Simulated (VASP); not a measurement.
# What goes wrong when the modes of MgO are computed with a bad input, part 2 of 2

Aim: see how common mistakes in a phonon run show up, on MgO. The starting structure is a measured crystal structure from the Crystallography Open Database.

VASP 6.6.1.

Results so far: reference T1u 423.5 cm⁻¹; finite displacements, else as the reference T1u 423.7 cm⁻¹.

### Step 4. Modes with a loose electronic threshold

Level of this step: LDA; plane waves and PAW (Mg, O) (VASP).

A slip made on purpose: a loose electronic threshold. Against step 2 the input has EDIFF = 1E-04, IBRION = 6, NFREE = 2, POTIM = 0.015, no LEPSILON and no LPEAD (also changed: NELM and NSW).

INCAR reads:

```
SYSTEM = MgO
PREC = Accurate
ENCUT = 520
EDIFF = 1E-04
NELM = 60
ISMEAR = 0
SIGMA = 0.03
LREAL = .FALSE.
ALGO = Normal
GGA = CA
NBANDS = 10
LORBIT = 11
LWAVE = .FALSE.
LCHARG = .FALSE.
KPAR = 4
IBRION = 6
NFREE = 2
POTIM = 0.015
NSW = 1
ISIF = 2
```

POSCAR reads:

```
MgO
1.0
    0.0000000000      2.0730437084      2.0730437084
    2.0730437084      0.0000000000      2.0730437084
    2.0730437084      2.0730437084      0.0000000000
Mg O
1 1
Direct
    0.0000000000      0.0000000000      0.0000000000
    0.5000000000      0.5000000000      0.5000000000
```

KPOINTS reads:

```
Automatic mesh
0
Gamma
12 12 12
0 0 0
```

The projector-augmented-wave data sets are Mg and O (LDA family, release 64).

On the command line:

```sh
$ mpirun -np 4 vasp_std
```

Output:

```text
[... set-up lines as in an earlier step ...]
 entering main loop
       N       E                     dE             d eps       ncg     rms          rms(c)
[... 4 cycles as in an earlier step ...]
DAV:   5    -0.150325834203E+02   -0.34537E-05   -0.34537E-05  1624   0.463E-02    0.710E+00
DAV:   6    -0.135074499432E+02    0.15251E+01   -0.87728E+00  1462   0.177E+01    0.219E+00
DAV:   7    -0.134692200085E+02    0.38230E-01   -0.49946E-02  1552   0.218E+00    0.127E+00
DAV:   8    -0.134457534373E+02    0.23467E-01   -0.26005E-02  1456   0.181E+00    0.186E-01
DAV:   9    -0.134455748761E+02    0.17856E-03   -0.18251E-04  1088   0.112E-01    0.127E-01
DAV:  10    -0.134454608553E+02    0.11402E-03   -0.31825E-04  1352   0.166E-01    0.987E-03
DAV:  11    -0.134454600548E+02    0.80044E-06   -0.27542E-06   752   0.994E-03
   1 F= -.13445460E+02 E0= -.13445460E+02  d E =-.423230E-20
[...]
2 F= -.13444748E+02 E0= -.13444748E+02  d E =-.237361E-20
[...]
3 F= -.13444763E+02 E0= -.13444763E+02  d E =-.236877E-20
[...]
4 F= -.13444744E+02 E0= -.13444744E+02  d E =-.241697E-20
[...]
5 F= -.13444748E+02 E0= -.13444748E+02  d E =-.258251E-20
 Finite differences progress:
  Degree of freedom:   2/  2
  Displacement:        2/  2
  Total:               4/  4
```

Elapsed: 9.6 s, on 4 MPI ranks of Intel Xeon Platinum 8375C at 2.90GHz (Ice Lake), shared host; peak memory 0.66 GiB; 36 s of CPU time.

From OUTCAR (step 4):

```text
  Total        0.0029522     -0.0081887     -0.0081887      0.0000000      0.0000000      0.0000000
  in kB        0.2654621     -0.7363287     -0.7363287      0.0000000      0.0000000      0.0000000
  external PRESSURE =      -0.4023985 kB  Pullay stress =       0.0000000 kB

 POSITION                                       TOTAL-FORCE (eV/Angst)
 -----------------------------------------------------------------------------------
      0.00000      0.00000      0.00000        -0.100708      0.000000      0.000000
      2.05804      2.07304      2.07304         0.100708      0.000000      0.000000
 -----------------------------------------------------------------------------------
    total drift:                                0.008067     -0.000002     -0.000002

  FREE ENERGIE OF THE ION-ELECTRON SYSTEM (eV)
  ---------------------------------------------------
  free  energy   TOTEN  =       -13.4447477305 eV

  energy  without entropy=      -13.4447477305  energy(sigma->0) =      -13.44474773

[... 2 parts as in an earlier step ...]

[... 1 further part left out ...]
[key lines of the parts left out:]
E-fermi :   3.4321
```

With a loose electronic threshold the mode is T1u 426.2 cm⁻¹, +2.5 cm⁻¹ from finite displacements, else as the reference.

### Step 5. Modes with low precision and real-space projectors

A slip made on purpose: low precision and real-space projectors. Against step 2 the input has PREC = Low, LREAL = Auto, IBRION = 6, NFREE = 2, POTIM = 0.015, no LEPSILON and no LPEAD (also changed: NELM and NSW).

INCAR, as its differences from that of step 4:

```diff
@@ -1,5 +1,5 @@
 SYSTEM = MgO
-PREC = Accurate
+PREC = Low
 ENCUT = 520
-EDIFF = 1E-04
+EDIFF = 1E-08
 NELM = 60
@@ -7,3 +7,3 @@
 SIGMA = 0.03
-LREAL = .FALSE.
+LREAL = Auto
 ALGO = Normal
```

POSCAR is that of step 4.

KPOINTS is that of step 4.

On the command line:

```sh
$ mpirun -np 4 vasp_std
```

Output:

```text
[banner, memory and clock lines left out]
running    4 mpi-ranks, on    1 nodes
[...]
|                                                                             |
|               ----> ADVICE to this user running VASP <----                  |
|                                                                             |
|     You have a (more or less) 'small supercell' and for smaller cells       |
|     it is recommended to use the reciprocal-space projection scheme!        |
|     The real-space optimization is not efficient for small cells and it     |
|     is also less accurate ...                                               |
|     Therefore, set LREAL=.FALSE. in the INCAR file.                         |
|                                                                             |

 LDA part: xc-table for (Slater(with rela. corr.)+CA(PZ))
 , standard interpolation
 POSCAR, INCAR and KPOINTS ok, starting setup
[...]
entering main loop
       N       E                     dE             d eps       ncg     rms          rms(c)
DAV:   1     0.111861963227E+02    0.11186E+02   -0.48327E+03  1640   0.717E+02
DAV:   2    -0.145407490783E+02   -0.25727E+02   -0.25358E+02  1624   0.141E+02
DAV:   3    -0.150664432230E+02   -0.52569E+00   -0.52532E+00  1702   0.175E+01
DAV:   4    -0.150675974227E+02   -0.11542E-02   -0.11542E-02  1582   0.916E-01
[...]
DAV:  11    -0.134842577616E+02    0.75381E-06   -0.37631E-06  1558   0.116E-02    0.296E-03
DAV:  12    -0.134842577695E+02   -0.78945E-08   -0.15155E-07  1592   0.284E-03    0.607E-04
DAV:  13    -0.134842577681E+02    0.13961E-08   -0.40453E-09   856   0.737E-04
   1 F= -.13484258E+02 E0= -.13484258E+02  d E =-.924851E-20
[... from here on, the cycles between the ionic steps are left out ...]
   2 F= -.13486680E+02 E0= -.13486680E+02  d E =-.566868E-20
   3 F= -.13486680E+02 E0= -.13486680E+02  d E =-.566725E-20
   4 F= -.13489498E+02 E0= -.13489498E+02  d E =-.426156E-20
   5 F= -.13489498E+02 E0= -.13489498E+02  d E =-.426201E-20
 Finite differences progress:
  Degree of freedom:   2/  2
  Displacement:        2/  2
  Total:               4/  4
```

Wall time 6.8 s (4 MPI ranks); peak memory 0.52 GiB; 24 s of CPU time.

From OUTCAR (step 5):

```text
  Total       -0.1830479     -0.1981840     -0.1981840      0.0000000      0.0000000      0.0000000
  in kB      -16.4596271    -17.8206639    -17.8206639      0.0000000      0.0000000      0.0000000
  external PRESSURE =     -17.3669850 kB  Pullay stress =       0.0000000 kB

 POSITION                                       TOTAL-FORCE (eV/Angst)
 -----------------------------------------------------------------------------------
      0.00000      0.00000      0.00000        -0.004009      0.000000      0.000000
      2.05804      2.07304      2.07304         0.004009      0.000000      0.000000
 -----------------------------------------------------------------------------------
    total drift:                               -0.169293     -0.000001      0.000038

  FREE ENERGIE OF THE ION-ELECTRON SYSTEM (eV)
  ---------------------------------------------------
  free  energy   TOTEN  =       -13.4894983410 eV

  energy  without entropy=      -13.4894983410  energy(sigma->0) =      -13.48949834

[... 2 parts as in an earlier step ...]

[... 1 further part left out ...]
[key lines of the parts left out:]
E-fermi :   3.4236
```

Three frequencies should lie near zero, those of the translations, and here fewer than three do (the smallest in size are 177.9, 177.9 and 177.9 cm⁻¹), so no mode of this run is used. As printed, the frequencies run from -356.5 to 177.9 cm⁻¹, imaginary ones as negative numbers.

### Step 6. Modes with perturbation theory asked for with a meta-GGA

A slip made on purpose: perturbation theory asked for with a meta-GGA. Against step 2 the input has METAGGA = R2SCAN, LASPH = .TRUE. and no GGA (also changed: NELM).

INCAR reads:

```
SYSTEM = MgO
PREC = Accurate
ENCUT = 520
EDIFF = 1E-08
NELM = 60
ISMEAR = 0
SIGMA = 0.03
LREAL = .FALSE.
ALGO = Normal
NBANDS = 10
LORBIT = 11
LWAVE = .FALSE.
LCHARG = .FALSE.
KPAR = 4
IBRION = 8
LEPSILON = .TRUE.
LPEAD = .TRUE.
ISIF = 2
METAGGA = R2SCAN
LASPH = .TRUE.
```

POSCAR is that of step 5.

KPOINTS is that of step 5.

On the command line:

```sh
$ mpirun -np 4 vasp_std
```

Output:

```text
[banner, memory and clock lines left out]
running    4 mpi-ranks, on    1 nodes
[...]
|                                                                             |
|               ----> ADVICE to this user running VASP <----                  |
|                                                                             |
|     You enforced a specific xc type in the INCAR file but a different       |
|     [... a line on the potential file left out ...]
|     I HOPE YOU KNOW WHAT YOU ARE DOING!                                     |
|                                                                             |

 LDA part: xc-table for (None), standard interpolation
 POSCAR, INCAR and KPOINTS ok, starting setup
[...]
entering main loop
       N       E                     dE             d eps       ncg     rms          rms(c)
DAV:   1    -0.302890491442E+02   -0.30289E+02   -0.49957E+03  1648   0.738E+02
DAV:   2    -0.574036590941E+02   -0.27115E+02   -0.26523E+02  1614   0.148E+02
[...]
1 F= -.54214209E+02 E0= -.54214209E+02  d E =-.183727E-17
|                                                                             |
|     EEEEEEE  RRRRRR   RRRRRR   OOOOOOO  RRRRRR      ###     ###     ###     |
|     E        R     R  R     R  O     O  R     R     ###     ###     ###     |
|     E        R     R  R     R  O     O  R     R     ###     ###     ###     |
|     EEEEE    RRRRRR   RRRRRR   O     O  RRRRRR       #       #       #      |
|     E        R   R    R   R    O     O  R   R                               |
|     E        R    R   R    R   O     O  R    R      ###     ###     ###     |
|     EEEEEEE  R     R  R     R  OOOOOOO  R     R     ###     ###     ###     |
|                                                                             |
|     You have switched on METAGGA and linear-response routines. This         |
|     combination is currently not supported. If you have selected            |
|     LEPSILON=.TRUE., you can try using LCALCEPS=.TRUE. instead. In all      |
|     other cases, VASP will stop. SOOO sorry...                              |
|                                                                             |
|       ---->  I REFUSE TO CONTINUE WITH THIS SICK JOB ... BYE!!! <----       |
|                                                                             |

1
1
1
1
```

Elapsed: 19 s, on 4 MPI ranks.

VASP stopped with this message: “You have switched on METAGGA and linear-response routines. This combination is currently not supported. If you have selected LEPSILON=.TRUE., you can try using LCALCEPS=.TRUE. instead”.

### Step 7. Modes with a k mesh far too coarse

A slip made on purpose: a k mesh far too coarse. Against step 2 the input has a 2×2×2 mesh (also changed: NELM and KPAR).

INCAR, as its differences from that of step 6:

```diff
@@ -9,2 +9,3 @@
 ALGO = Normal
+GGA = CA
 NBANDS = 10
@@ -13,3 +14,2 @@
 LCHARG = .FALSE.
-KPAR = 4
 IBRION = 8
@@ -18,3 +18 @@
 ISIF = 2
-METAGGA = R2SCAN
-LASPH = .TRUE.
```

POSCAR is that of step 6.

KPOINTS reads:

```
Automatic mesh
0
Gamma
2 2 2
0 0 0
```

On the command line:

```sh
$ mpirun -np 4 vasp_std
```

Output:

```text
[banner, memory and clock lines left out]
running    4 mpi-ranks, on    1 nodes
[...]
LDA part: xc-table for (Slater(with rela. corr.)+CA(PZ))
 , standard interpolation
|                                                                             |
|           W    W    AA    RRRRR   N    N  II  N    N   GGGG   !!!           |
|           W    W   A  A   R    R  NN   N  II  NN   N  G    G  !!!           |
|           W    W  A    A  R    R  N N  N  II  N N  N  G       !!!           |
|           W WW W  AAAAAA  RRRRR   N  N N  II  N  N N  G  GGG   !            |
|           WW  WW  A    A  R   R   N   NN  II  N   NN  G    G                |
|           W    W  A    A  R    R  N    N  II  N    N   GGGG   !!!           |
|                                                                             |
|     The number of bands has been changed from the values supplied in        |
|     The orbitals not found in the WAVECAR file will be initialized with     |
|     random numbers, which is usually adequate. For correlated               |
[...]
RMM:   9    -0.223836984277E-02    0.46778E-08   -0.66159E-13   147   0.406E-06    0.550E-07
 first order change of Fermi-energy   0.66147E-07
 force on displaced ion       1 direction 1 :  -5.341   0.000   0.000
 Born effective charge ion    1 direction 1 :   1.934   0.000   0.000
 Linear response progress:
  Degree of freedom:   2/  2
       N       E                     dE             d eps       ncg     rms          rms(c)
RMM:   1    -0.347206996163E+00   -0.34721E+00    0.42396E-01   156   0.357E+00
RMM:   2    -0.351982664173E+00   -0.47757E-02   -0.12176E-03   143   0.229E-01    0.162E-01
RMM:   3    -0.353475390301E+00   -0.14927E-02   -0.52371E-04   130   0.141E-01    0.828E-02
RMM:   4    -0.355882308307E+00   -0.24069E-02   -0.47060E-04   126   0.137E-01    0.226E-02
[...]
RMM:   8    -0.355969176673E+00    0.19786E-06   -0.21259E-11   154   0.353E-05    0.233E-05
RMM:   9    -0.355969191534E+00   -0.14862E-07    0.22110E-12   154   0.109E-05    0.203E-06
RMM:  10    -0.355969186279E+00    0.52556E-08   -0.26842E-12    98   0.639E-07    0.613E-07
 first order change of Fermi-energy  -0.15514E-07
 force on displaced ion       2 direction 1 :  -5.339   0.000   0.000
 Born effective charge ion    2 direction 1 :  -2.014   0.000   0.000
 Born effective charges drift removed
 Linear response finished
```

Run time: 4.2 s. Hardware: 4 MPI ranks; peak memory 0.43 GiB; 14 s of CPU time.

Parts of OUTCAR (step 7):

```text
  Total        0.5805329      0.5805329      0.5805329      0.0000000     -0.0000000      0.0000000
  in kB       52.2013886     52.2013886     52.2013886      0.0000000     -0.0000000      0.0000000
  external PRESSURE =      52.2013886 kB  Pullay stress =       0.0000000 kB

 POSITION                                       TOTAL-FORCE (eV/Angst)
 -----------------------------------------------------------------------------------
      0.00000      0.00000      0.00000         0.000000      0.000000     -0.000000
      2.07304      2.07304      2.07304        -0.000000     -0.000000      0.000000
 -----------------------------------------------------------------------------------
    total drift:                               -0.000000     -0.000000      0.000000

 MACROSCOPIC STATIC DIELECTRIC TENSOR (including local field effects in DFT)
 ------------------------------------------------------
           2.951212     0.000000    -0.000000
           0.000000     2.951212     0.000000
          -0.000000     0.000000     2.951212
 ------------------------------------------------------

 MACROSCOPIC STATIC DIELECTRIC TENSOR IONIC CONTRIBUTION
 ------------------------------------------------------
           7.243401    -0.000000     0.000000
          -0.000000     7.243401    -0.000000
           0.000000    -0.000000     7.243401
 ------------------------------------------------------

[... 1 part as in an earlier step ...]

[... 1 further part left out ...]
```

With a k mesh far too coarse the mode is T1u 387.9 cm⁻¹, -35.6 cm⁻¹ from the reference.

### Step 8. Comparison

| run | ended | T1u | imaginary modes, each partner counted | method | core minutes |
| --- | --- | --- | --- | --- | --- |
| reference | converged | 423.5 | 0 | perturbation theory | 2.13 |
| finite displacements, else as the reference | converged | 423.7 | 0 | finite displacements | 0.947 |
| a loose electronic threshold | converged | 426.2 | 0 | finite displacements | 0.64 |
| low precision and real-space projectors | finished, not usable | - | - | finite displacements | 0.453 |
| perturbation theory asked for with a meta-GGA | stopped by VASP | - | - | perturbation theory | 1.24 |
| a k mesh far too coarse | converged | 387.9 | 0 | perturbation theory | 0.28 |

Modes are in cm⁻¹, degenerate ones as one, matched between runs by symmetry and order. A number in brackets counts the listed modes of one symmetry from the lowest. The symmetry labels come from an automatic analysis and can be wrong where levels nearly coincide. Core minutes are wall time times ranks of the run shown, on a shared host.

### Step 9. Outcome

```json
{
 "T1u, reference": "423.5 cm⁻¹",
 "T1u, finite displacements, else as the reference": "423.7 cm⁻¹",
 "T1u, a loose electronic threshold": "426.2 cm⁻¹",
 "T1u, a k mesh far too coarse": "387.9 cm⁻¹",
 "run with low precision and real-space projectors": "finished, not usable",
 "run with perturbation theory asked for with a meta-GGA": "stopped by VASP"
}
```

In words: VASP stopped by itself in the run with perturbation theory asked for with a meta-GGA. Finished, but so rough that the translations don't all come out near zero: low precision and real-space projectors. Finished, but with signs in the output that stand out against the reference: a loose electronic threshold, with modes off by up to +2.5 cm⁻¹, in T1u (signs: a translation at -10 cm⁻¹ instead of zero); a k mesh far too coarse, with modes off by up to -36 cm⁻¹, in T1u (signs: a pressure of 5.2 GPa on the undisplaced cell). Runs with finite displacements are held against the sound run of that kind. The dielectric constants and Born charges in the logs aren't compared here; at a small gap they can be far off, and in a run without a gap they mean nothing. The frequencies are harmonic, and the splitting of polar modes by their long-range field is left out. Further runs on this material are not shown.

[Lines on the potential files, build, host, timing and source positions are cut from VASP's logs without a mark.]

[Logs are printed without paths, hosts, clocks, repeated set-up lines and the standing remarks that a program may print on its own settings, such as how far it seeks lower states.]

[Hosts, paths, dates, database ids (printed as entryN), source tags and the programs' standing remarks are cut or masked in the printed files.]
